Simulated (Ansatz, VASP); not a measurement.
NaY in VASP and in Ansatz

Contents of INCAR:

```
ALGO = Fast ; EDIFF = 1E-7
ENCUT = 520 ; GGA = PE
ISIF = 2 ; ISMEAR = 0
LASPH = True ; LCHARG = False
LREAL = False ; LWAVE = False
NBANDS = 16 ; NELM = 60
PREC = Accurate ; SIGMA = 0.1
```

File KPOINTS:

```
k-points
0
Gamma
  6 6 6
```

File POSCAR:

```
NaY
1.0
    3.6092547700      0.0000000000      0.0000000000
    0.0000000000      3.6092547700      0.0000000000
    0.0000000000      0.0000000000      3.6092547700
Na Y
1 1
Direct
    0.5000000000      0.5000000000      0.5000000000
    0.0000000000      0.0000000000      0.0000000000
```

Input for Ansatz:

```yaml
crystal:
  lattice:
    - [3.60925477, 0.0, 0.0]
    - [0.0, 3.60925477, 0.0]
    - [0.0, 0.0, 3.60925477]
  atoms:
    - { symbol: Na, position: [0.5, 0.5, 0.5] }
    - { symbol: "Y", position: [0.0, 0.0, 0.0] }
basis:
  ecutwfc: 420
kpoints:
  mp_grid: { grid: [6, 6, 6] }
hamiltonian:
  xc: pbe
scf:
  occupations: { method: gaussian, width: 0.1 }
  lower_state_search: "off"
output:
  forces: true
  stress: true
  eigenvalues: true
```

Change from the starting cell: species swapped into the SmCd type (Pm-3m, No. 221).

Alike in both runs: task single point; functional PBE; k mesh 6 × 6 × 6; occupations gaussian, width 0.1 eV; no spin polarisation.

|  | VASP | Ansatz |
| --- | --- | --- |
| version | VASP 6.6.1 | Ansatz 0.2.0 |
| potentials or method | VASP PAW PBE potentials, release 64 (Na_pv, Y_sv) | scalar-relativistic, plane waves, PAW |
| plane-wave cutoff (eV) | 520 | 420 |
| valence electrons in the cell | 18 | 20 |

```tsv
	VASP	Ansatz	Ansatz less VASP
gap on the k mesh at the Fermi level (eV)	none	none	-
pressure (GPa)	13.4	13.4	+0.04
```

A gap of «none» marks a metal or a gap that the smearing closes. With one functional, cell and mesh, what is left measures potentials, basis and numerics. The two sets of potentials don't hold the same shells in valence.
